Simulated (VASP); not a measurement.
Calculation: PBEsol GGA, VASP's PBE PAW potentials (set 64) (plane waves; VASP).

The input files of a VASP run:

File POSCAR:
```
SnO2
4.7707260
  0.9999999796   0.0000000000   0.0000000000
  0.0000000000   0.9999999796   0.0000000000
  0.0000000000   0.0000000000   0.6748480031
Sn O
2 4
Direct
  0.0000000000   0.0000000000   0.0000000000
  0.5000000000   0.5000000000   0.5000000000
  0.3064011750   0.3064011750   0.0000000000
  0.1935988250   0.8064011750   0.5000000000
  0.6935988250   0.6935988250   0.0000000000
  0.8064011750   0.1935988250   0.5000000000
```

### INCAR
```
ALGO = Normal
EDIFF = 1E-7
ENCUT = 520
GGA = PS
ICHARG = 11
ISMEAR = 0
LASPH = .TRUE.
LCHARG = .FALSE.
LMAXMIX = 4
LORBIT = 11
LREAL = .FALSE.
LWAVE = .FALSE.
NELM = 100
PREC = Accurate
SIGMA = 0.05
SYSTEM = SnO2
```

### KPOINTS
```
k-points along high-symmetry lines
10
Line-mode
Reciprocal
  0.000000   0.000000   0.000000 ! GAMMA
  0.000000   0.500000   0.000000 ! X

  0.000000   0.500000   0.000000 ! X
  0.500000   0.500000   0.000000 ! M

  0.500000   0.500000   0.000000 ! M
  0.000000   0.000000   0.000000 ! GAMMA

  0.000000   0.000000   0.000000 ! GAMMA
  0.000000   0.000000   0.500000 ! Z

  0.000000   0.000000   0.500000 ! Z
  0.000000   0.500000   0.500000 ! R

  0.000000   0.500000   0.500000 ! R
  0.500000   0.500000   0.500000 ! A

  0.500000   0.500000   0.500000 ! A
  0.000000   0.000000   0.500000 ! Z

  0.000000   0.500000   0.000000 ! X
  0.000000   0.500000   0.500000 ! R

  0.500000   0.500000   0.000000 ! M
  0.500000   0.500000   0.500000 ! A
```

POTCAR, in this order: Sn_d O (PBE.64 set). Program: vasp_std. Read from the step before: CHGCAR.

**Question.** What will the output report for the number of irreducible k-points (NKPTS), number of bands (NBANDS), largest plane-wave count, number of space-group operations, FFT grid (NGX, NGY, NGZ)?

**Answer.** 
```yaml
number of irreducible k-points (NKPTS): 90
number of bands (NBANDS): 31
largest_plane_wave_count: 2014
number_of_space_group_operations: 16
FFT grid (NGX, NGY, NGZ): 36 × 36 × 24
```

The structure comes from a measured SnO2 entry (P4_2/mnm) of the Crystallography Open Database, whose conditions weren't checked. It was relaxed first.
